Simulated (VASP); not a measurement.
A convergence study with VASP on NiAl (space group Pm-3m): one setting is varied, all else stays as given below, so the limit is that of these other settings.

```yaml
crystal:
  lattice:
    - [2.88133, 0.00000, 0.00000]
    - [0.00000, 2.88133, 0.00000]
    - [0.00000, 0.00000, 2.88133]
  atoms:
    - { symbol: Al, position: [0.50000, 0.50000, 0.50000] }
    - { symbol: Ni, position: [0.00000, 0.00000, 0.00000] }
```

Computed with LDA (Ceperley-Alder, Perdew-Zunger), VASP's LDA PAW potentials (set 64) (plane waves; VASP). The tightest run used: 450 eV cut-off, 11×11×11 Γ-centred mesh, Fermi-Dirac smearing of 0.10 eV, potentials Al Ni.

Q: The settings run are ENCUT = 150; ENCUT = 180; ENCUT = 210; ENCUT = 255; ENCUT = 360; ENCUT = 450. From which on does the highest Γ mode stay within 5 cm⁻¹ of the tightest run?

A: From ENCUT = 255 on: it is off by 0.6 there and by no more than 5 in any finer run, while ENCUT = 210 is off by 18.9.
```json
[
 {"setting": "ENCUT = 150", "highest Γ mode (cm⁻¹)": "304.0", "plane waves": "105", "difference judged (cm⁻¹)": "25.4"},
 {"setting": "ENCUT = 180", "highest Γ mode (cm⁻¹)": "260.2", "plane waves": "141", "difference judged (cm⁻¹)": "18.4"},
 {"setting": "ENCUT = 210", "highest Γ mode (cm⁻¹)": "259.7", "plane waves": "174", "difference judged (cm⁻¹)": "18.9"},
 {"setting": "ENCUT = 255", "highest Γ mode (cm⁻¹)": "278.0", "plane waves": "251", "difference judged (cm⁻¹)": "0.6"},
 {"setting": "ENCUT = 360", "highest Γ mode (cm⁻¹)": "279.8", "plane waves": "382", "difference judged (cm⁻¹)": "1.2"},
 {"setting": "ENCUT = 450", "highest Γ mode (cm⁻¹)": "278.6", "plane waves": "528", "difference judged (cm⁻¹)": "0.0"}
]
```

Left out are rungs that failed or repeat a setting and relaxations that didn't move; long series are thinned to 24 rows.

The structure is a typed NiAl crystal (space group no. 221). The cell was not relaxed at this level. The run is not spin-polarised, so no magnetic state was tried. The electron count is odd and the run is not spin-polarised, which forces a metal.
